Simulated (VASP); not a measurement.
The system is W.

```
W
1.0
    -1.58234    1.58234    1.58234
     1.58234   -1.58234    1.58234
     1.58234    1.58234   -1.58234
W
1
Cartesian
  0.0000 0.0000 0.0000
```

* Program: VASP 6.6.1
* Task: relaxation of cell and atoms
* Functional: PBE
* Potentials or basis: VASP PAW PBE potentials, release 64 (W_sv)
* Cutoff: 600 eV
* k mesh: 18 × 18 × 18
* Occupations: gaussian, width 0.1 eV
* Spin: no spin polarisation

At the start: pressure 6.3 GPa; volume 15.85 Å³/atom.

**Question.** Where does the relaxation end?

**Answer.** Over 4 steps the energy falls by 6.0 meV/atom and the volume is 16.16 Å³/atom (+2.0 %); space group Im-3m (No. 229, to 0.05 Å).

The path:
```csv
step,energy change (eV),largest force (eV/Å),pressure (GPa),volume (Å³)
1,0.0000,0.0000,6.29,15.85
2,0.0637,0.0000,-18.16,17.32
3,-0.0060,0.0000,-0.17,16.17
4,-0.0060,0.0000,-0.01,16.16
```

Final structure:
```cif
data_structure
_symmetry_space_group_name_H-M 'P 1'
_symmetry_Int_Tables_number 1
_cell_length_a 2.7587
_cell_length_b 2.7587
_cell_length_c 2.7587
_cell_angle_alpha 109.471
_cell_angle_beta 109.471
_cell_angle_gamma 109.471
_cell_volume 16.16
loop_
_atom_site_label
_atom_site_type_symbol
_atom_site_fract_x
_atom_site_fract_y
_atom_site_fract_z
_atom_site_occupancy
W1 W 0.00000 0.00000 0.00000 1
```
